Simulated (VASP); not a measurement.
Energy against volume of MgSe (rock salt). Calculation: rev-vdW-DF2, VASP's PBE PAW potentials (set 64) (plane waves; VASP).

| V (Å³/atom) | E (eV/atom) |
|---|---|
| 19.295 | -2.47542 |
| 19.911 | -2.48785 |
| 20.527 | -2.49174 |
| 21.143 | -2.48830 |
| 21.759 | -2.47859 |

Problem. Fit a third-order Birch-Murnaghan equation of state.

Solution. 
The volume per atom is 20.53 Å³/atom. The bulk modulus is 63.3 GPa and the pressure derivative of the bulk modulus is 4.17. The lattice constant a is 5.476 Å.

Measured: a 5.460 Å (computed value off by +0.3 %), as given by M J Lucero et al., Journal of Physics Condensed Matter (2012), arXiv:1111.4515. The calculation is for a static lattice, while the measured a holds thermal and zero-point effects, which are part of the difference.

The compound is MgSe in the rock salt structure. It was relaxed first.
